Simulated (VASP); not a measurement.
TiC (rock salt) is relaxed at rising pressure, each step from the one before. Symmetry mostly holds the structure type, and other phases were not tried. The mesh follows the cell, and a change of mesh leaves a small step in the series.

Consider the following.

```cif
data_CTi
_chemical_formula_sum 'Ti1 C1'
_space_group_name_H-M_alt 'P 1'
_space_group_IT_number 1
_cell_length_a 3.06475
_cell_length_b 3.06475
_cell_length_c 3.06475
_cell_angle_alpha 60.000
_cell_angle_beta 60.000
_cell_angle_gamma 60.000
loop_
_space_group_symop_operation_xyz
  'x, y, z'
loop_
_atom_site_label
_atom_site_type_symbol
_atom_site_fract_x
_atom_site_fract_y
_atom_site_fract_z
_atom_site_occupancy
Ti1 Ti 0.00000 0.00000 0.00000 1
C1 C 0.50000 0.50000 0.50000 1
```

Method: PBE GGA, VASP's PBE PAW potentials (set 64) (plane waves; VASP). Settings: 620 eV cut-off, 14×14×14 Γ-centred mesh, first-order Methfessel-Paxton smearing of 0.10 eV, potentials Ti_sv C.

```
P (GPa)  V (Å³/atom)  H − H(0) (eV/atom)  space group  gap on the mesh (eV)    k-mesh
-------  -----------  ------------------  -----------  --------------------  --------
0              10.18               0.000        Fm-3m                  0.00  14×14×14
5               9.98               0.315        Fm-3m                  0.00  15×15×15
10              9.80               0.624        Fm-3m                  0.00  15×15×15
20              9.49               1.226        Fm-3m                  0.00  15×15×15
30              9.22               1.810        Fm-3m                  0.00  15×15×15
45              8.87               2.656        Fm-3m                  0.00  15×15×15
```

Pressures at which the relaxation failed are left out.

The compound is TiC in the rock salt structure.
